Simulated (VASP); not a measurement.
Data:

```
CELL_PARAMETERS angstrom
      0.00000     3.30168     3.30168
      3.30168     0.00000     3.30168
      3.30168     3.30168     0.00000
ATOMIC_POSITIONS crystal
  Ag 0.00000 0.00000 0.00000
  I  0.25000 0.25000 0.25000
```

Level of theory: PBE GGA, VASP's PBE PAW potentials (set 64) (plane waves; VASP). Settings: 350 eV cut-off, 6×6×6 Γ-centred mesh, Gaussian smearing of 0.050 eV, potentials Ag I.

Unless said otherwise, spin-orbit coupling is left out, though it shifts the bands of the heavy elements here.

### Question
What does the run give for the energy per atom (σ→0), band gap (on the k-mesh) with the smallest direct gap where there is one?

### Answer

| Property | Value |
|---|---|
| band gap (on the k-mesh) | 1.34 eV |
| smallest direct gap (on the k-mesh) | 1.34 eV |
| energy per atom (σ→0) | -2.395 eV/atom |

Only differences to runs with the same potentials and settings are physical.

The compound is AgI in the zinc blende structure, whereas wurtzite is the usual form. It was relaxed first.
